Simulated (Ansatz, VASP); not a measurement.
# Cross-check of Ru (Ru(112) slab (three-index Miller notation)) between VASP and Ansatz, part 2 of 2

One calculation is typed for both programs; each brings its own data sets. How far apart do they land? The cell is taken from a series of runs on this material, whose earlier steps may have relaxed, scaled, displaced or heated it; both programs get it as it stands.

VASP 6.6.1 and Ansatz 0.2.0.

So far: Starting point; VASP: single point, PBEsol.

## Step 3: Ansatz: single point, PBEsol

Level of this step: Ansatz beside VASP: Kohn-Sham DFT, plane waves, PBEsol (Ansatz).

Ansatz runs on its default PAW (the set named soft_2) files.

The same cell, functional, mesh and smearing now go to Ansatz, which takes its cutoff from its data sets.

Contents of input.yaml:

```yaml
crystal:
  lattice:
    - [4.70252, 0.0, 0.0]
    - [-4.70252, 5.06849, 0.0]
    - [0.0, 0.0, 26.46317]
  atoms:
    - { symbol: Ru, position: [0.28206, 0.28727, 0.28776] }
    - { symbol: Ru, position: [0.62619, 0.78719, 0.28778] }
    - { symbol: Ru, position: [0.92535, 0.42839, 0.32525] }
    - { symbol: Ru, position: [0.2652, 0.92841, 0.32525] }
    - { symbol: Ru, position: [0.57913, 0.57532, 0.36979] }
    - { symbol: Ru, position: [0.90525, 0.07545, 0.36974] }
    - { symbol: Ru, position: [0.21308, 0.71441, 0.41245] }
    - { symbol: Ru, position: [0.54952, 0.21448, 0.4124] }
    - { symbol: Ru, position: [0.86243, 0.86217, 0.45677] }
    - { symbol: Ru, position: [0.1953, 0.36214, 0.45677] }
    - { symbol: Ru, position: [0.50382, 0.0042, 0.5] }
    - { symbol: Ru, position: [0.83805, 0.50434, 0.5] }
    - { symbol: Ru, position: [0.14657, 0.1464, 0.54323] }
    - { symbol: Ru, position: [0.47944, 0.64637, 0.54323] }
    - { symbol: Ru, position: [0.79235, 0.29406, 0.5876] }
    - { symbol: Ru, position: [0.12879, 0.79413, 0.58755] }
    - { symbol: Ru, position: [0.43662, 0.43309, 0.63026] }
    - { symbol: Ru, position: [0.76274, 0.93322, 0.63021] }
    - { symbol: Ru, position: [0.07667, 0.58012, 0.67475] }
    - { symbol: Ru, position: [0.41652, 0.08015, 0.67475] }
    - { symbol: Ru, position: [0.71568, 0.72135, 0.71222] }
    - { symbol: Ru, position: [0.05981, 0.22127, 0.71224] }
kpoints:
  mp_grid: { grid: [10, 7, 1] }
hamiltonian:
  xc: pbesol
scf:
  occupations: { method: fermi_dirac, width: 0.1 }
output:
  forces: true
```

Command:

```console
$ ansatz run input.yaml --threads 6 --pin off --max-ram 102400MiB --backend cuda --events-out ev --progress --plain --runs-dir out
```

Numbers of over 12 decimals in the logs are rounded to 6 here.

Output:

```text
Warning: the atoms were moved onto the symmetric positions of the space group found under crystal.symmetry.tolerance 1.0e-5 (fractional; no operation is sought that the atoms, as they stand in a round, miss by more than twice it, and no atom is moved by as much as it), and the run uses the moved positions. Before a round's move an operation carried an atom to 6.29e-5 Å from where it should land, the largest such dist [...]
Engine: ansatz 0.2.0, x86_64-unknown-linux-gnu
Pseudopotentials: kind: paw
Pseudopotential: Ru, paw, valence charge 16, recommended cutoff 420 eV (normal), Ru.paw.azcp
Functional definition: PBEsol
  exchange = pbesol_x
  correlation = pbesol_c
device memory: the entry about to start is reckoned to put 14.1 GiB on a device that reports 64.3 GiB free
GPU FFT provider: cuFFT
GPU libraries: cuBLAS 13.8.2, cuFFT 12.4.0, cuSOLVER 12.3.4
Crystal: 22 atoms, lattice volume = 630.741 Å³
Basis set: ecut = 420 eV, 12339 PW (Γ), exchange–correlation on 64×96×360 points (8 copies of the dense FFT grid, shifted against one another)
Bands: 212, of which v1, the nominal top of the filled ones, is band 176 counted from 1 (175 counted from 0)
Symmetry: 2 space group operations
Space group: P-1 (ITA 2), of the structure as read, at distance tolerance 8.6e-5 Å
k-points: 36 of 70
Non-local potential: Ru, projectors of the file, l = 0: 3, l = 1: 2, l = 2: 2, l = 3: 1
PAW form: soft (Blöchl's): semilocal exchange-correlation on the pseudo side does not see the compensation charge
PAW frozen core: Ru, regenerated for the run's functional, and the local potential with it (the file was generated under x = pbe(κ = 0.804, μ = 0.219515), c = pbe(β = 0.066725))
PAW one-centre angular grid: Ru, 590 points (default); XC on 64 Gauss nodes
Initial density: superposition of atomic densities (neutral atoms: chi_scale 0, normalization atom), corrected by the library's trained network
Initial wavefunctions: pseudopotential atomic-orbital guess
GPU buffer pool allocated for 276480 grid points (all kernels)
GPU transforms: local potential and band sums: pruned to the plane-wave sphere, on 32×45×180
Functional: x = pbesol(κ = 0.804, μ = 0.123457), c = pbesol(β = 0.046)
SCF iter   1: F=—  HF=-127952.615573 eV  |F-HF|=—  |Δ(HF+E_count)|=         —  Δρ=1.34e-2  dr2=1.06e1  ethr=1.77e-3  ⟨swp⟩=6.8  Hψ=30036  notcnv=0  defer=3
preconditioner: auto → LDOS  [metal: Δε(μ)=0.003 eV  Ē_g=4.497 eV  σ=0.100 eV  W_gap=0.01  n_scr=152 (ndim 8)  ℏωp=19.6 eV  f_vac=0.471  D(μ)=23.50/eV (n_scr^D=170)  β→1.0]
SCF iter   2: F=—  HF=-127952.473379 eV  |F-HF|=—  |Δ(HF+E_count)|=   1.42e-1  Δρ=6.34e-3  dr2=3.96e-1  ethr=1.77e-3  ⟨swp⟩=2.0  Hψ=9616  notcnv=0  defer=21
SCF iter   3: F=—  HF=-127952.419660 eV  |F-HF|=—  |Δ(HF+E_count)|=   5.37e-2  Δρ=1.68e-3  dr2=1.82e-2  ethr=1.12e-4  ⟨swp⟩=2.9  Hψ=17692  notcnv=0  defer=21
SCF iter   4: F=—  HF=-127952.416171 eV  |F-HF|=—  |Δ(HF+E_count)|=   3.49e-3  Δρ=2.95e-4  dr2=1.65e-3  ethr=5.16e-6  ⟨swp⟩=3.3  Hψ=17103  notcnv=0  defer=21
SCF iter   5: F=—  HF=-127952.414765 eV  |F-HF|=—  |Δ(HF+E_count)|=   1.41e-3  Δρ=9.18e-5  dr2=1.08e-4  ethr=4.68e-7  ⟨swp⟩=2.2  Hψ=11346  notcnv=0  defer=21
SCF iter   6: F=—  HF=-127952.414253 eV  |F-HF|=—  |Δ(HF+E_count)|=   5.12e-4  Δρ=5.74e-5  dr2=4.01e-5  ethr=3.06e-8  ⟨swp⟩=3.1  Hψ=16494  notcnv=0  defer=21
SCF iter   7: F=—  HF=-127952.415724 eV  |F-HF|=—  |Δ(HF+E_count)|=   1.47e-3  Δρ=1.80e-5  dr2=2.77e-6  ethr=1.14e-8  ⟨swp⟩=2.4  Hψ=12230  notcnv=0  defer=21
SCF iter   8: F=—  HF=-127952.415728 eV  |F-HF|=—  |Δ(HF+E_count)|=   3.71e-6  Δρ=7.97e-6  dr2=4.62e-7  ethr=7.86e-10  ⟨swp⟩=3.2  Hψ=15455  notcnv=0  defer=21
SCF iter   9: F=-127952.415729 eV  HF=-127952.415728 eV  |F-HF|=5.03e-8  |Δ(HF+E_count)|=   4.72e-7  Δρ=2.38e-6  dr2=4.63e-8  ethr=2.84e-11  ⟨swp⟩=5.6  Hψ=28019  notcnv=0
SCF 1 converged in 9 iterations: F = -127952.415729 eV  dr2 = 4.63e-8
  greatest PAW one-centre occupation: 0.999 electrons in one spin orbital (limit 2), on the Ru atom at site 21 (counted from 0), in its partial waves of l = 0
SCF converged after 9 iterations
Free energy (F): -127952.415729 eV
Harris-Foulkes:  -127952.415728 eV  (|F-HF|=5.03e-8)
Internal energy: -127951.623308 eV  (E = F + TS)
E sigma→0 (E₀):  -127952.019519 eV
Entropy (-TS):   -0.792420 eV (-36.019 meV/atom)
Fermi energy:    8.624498 eV
--- Per-component energies (eV) ---
  E_band       = -6355.022431
  E_kinetic    = 11290.814064
  E_local      = -602182.531235  (includes V_loc(G=0)·N_el)
  E_nonlocal   = 7595.046941
  E_hartree    = 293534.182053
  E_xc         = -4151.570002
  E_vxc        = -5228.371739  (∫ρ·V_xc dr)
  E_paw        = -74790.674212  (= ΣΔE_a)
  E_vpaw       = -4898.302686  (= ΣTr[D̂ρ^β])
  E_aug_tail   = -0.004531  (compensation charges beyond the density's cutoff)
  E_ewald      = 240747.541102
  E_core_change = 5.572512  (= ΣΔE_core)
  E_smearing   = -0.792420  (= −TS)
  E_closure    = -0.000000  (closes the sum)
  Σ components = -127952.415729   (vs F -127952.415729, Δ=0.00e0)
--- Forces (eV/Å), atoms counted from 1 ---
  atom   1  Ru    -0.03889704    -0.01965325     0.57640325
  atom   2  Ru     0.03951300    -0.01832679     0.57434279
  atom   3  Ru     0.03190328     0.01518753     0.25746087
  atom   4  Ru    -0.03789143     0.00986123     0.26202101
  atom   5  Ru    -0.00386452     0.00336078    -0.06738503
  atom   6  Ru     0.00714663    -0.00892022    -0.05265750
  atom   7  Ru    -0.01116257     0.00287632    -0.00897997
  atom   8  Ru     0.00503100    -0.00179657     0.00777204
  atom   9  Ru     0.01158221     0.00759892     0.01098538
  atom  10  Ru    -0.01261328     0.00391694     0.01702306
  atom  11  Ru    -0.00143321     0.00716613     0.00175349
  atom  12  Ru     0.00143321    -0.00716613    -0.00175349
  atom  13  Ru     0.01261328    -0.00391694    -0.01702306
  atom  14  Ru    -0.01158221    -0.00759892    -0.01098538
  atom  15  Ru    -0.00503100     0.00179657    -0.00777204
  atom  16  Ru     0.01116257    -0.00287632     0.00897997
  atom  17  Ru    -0.00714663     0.00892022     0.05265750
  atom  18  Ru     0.00386452    -0.00336078     0.06738503
  atom  19  Ru     0.03789143    -0.00986123    -0.26202101
  atom  20  Ru    -0.03190328    -0.01518753    -0.25746087
  atom  21  Ru    -0.03951300     0.01832679    -0.57434279
  atom  22  Ru     0.03889704     0.01965325    -0.57640325
  max |Σ_I F_I| component: 0.00e0 eV/Å
```

In the SCF lines HF is the Harris–Foulkes energy and dr2 the Hartree energy of the density residual, in eV; the loop may stop once dr2 is under the threshold and the program's other checks hold. Hψ counts applications of the Hamiltonian.

## Step 4: Side by side

Known differences besides the potentials themselves: the data sets hold 352 valence electrons in Ansatz (on its default PAW (the set named soft_2) files) and 308 in VASP; the cutoff is 420 eV in Ansatz and 400 eV in VASP; Ansatz makes its cores anew for this functional, VASP keeps those of its PBE data sets. Total energies have different zeros and are not compared.

Forces on 7 of the 22 atoms, those with the largest forces and the largest differences (eV/Å; atoms numbered as in POSCAR):

```
atom          Ansatz x, y, z            VASP x, y, z
 Ru1   -0.039, -0.020, 0.576   -0.036, -0.019, 0.563
 Ru2    0.040, -0.018, 0.574    0.036, -0.017, 0.561
 Ru4    -0.038, 0.010, 0.262    -0.036, 0.011, 0.258
Ru19   0.038, -0.010, -0.262   0.036, -0.011, -0.258
Ru20  -0.032, -0.015, -0.257  -0.030, -0.017, -0.254
Ru21   -0.040, 0.018, -0.574   -0.036, 0.017, -0.561
Ru22    0.039, 0.020, -0.576    0.036, 0.019, -0.563
```

The forces differ by 4.0 meV/Å r.m.s., which is 2.6 % of the r.m.s. force of 0.153 eV/Å (both taken over all components). Where the cell holds vacuum, a pressure given here is an average over it and none of the material.

## Step 5: What came out

```
r.m.s. force difference (single point, PBEsol) : 4.0 meV/Å
```

The r.m.s. force difference is 4.0 meV/Å (single point, PBEsol), within the 12 meV/Å picked in this series as the mark of a large difference. The data sets hold unlike numbers of valence electrons (352 in Ansatz and 308 in VASP), so part of the differences may come from the potentials. How closely two codes agree says nothing of how well the functional describes the real material.

[Lines on the potential files, build, host, timing and source positions are cut from VASP's logs without a mark.]

[Logs are printed without paths, hosts, clocks, repeated set-up lines and the standing remarks that a program may print on its own settings, such as how far it seeks lower states.]

[Hosts, paths, dates, database ids (printed as entryN), source tags and the programs' standing remarks are cut or masked in the printed files.]
